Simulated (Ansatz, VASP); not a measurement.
Sr3Ag: VASP beside Ansatz

```
Sr Ag
1.0
     5.53626    0.00000    0.00000
     0.00000    5.53626    0.00000
     0.00000    0.00000    5.53626
Sr Ag
3 1
Direct
  0.00000 0.50000 0.50000
  0.50000 0.00000 0.50000
  0.50000 0.50000 0.00000
  0.00000 0.00000 0.00000
```

The cell comes from a database or a generator and needn't be the stable form of this composition.

Alike in both runs: task single point; functional PBE; k mesh 4 × 4 × 4; no spin polarisation.

|  | VASP | Ansatz |
| --- | --- | --- |
| version | VASP 6.6.1 | Ansatz 0.2.0 |
| potentials or method | VASP PAW PBE potentials, release 64 (Sr_sv, Ag) | plane waves, PAW |
| plane-wave cutoff (eV) | 520 | 510 |
| occupations | methfessel-paxton of order 1, width 0.1 eV | cold, width 0.1 eV |
| valence electrons in the cell | 41 | 49 |

VASP gave:

- pressure (GPa): -0.4

**Question.** What did Ansatz give for the same quantities?

**Answer.** Pressure (GPa): -0.5.

The two sets of potentials don't hold the same shells in valence.
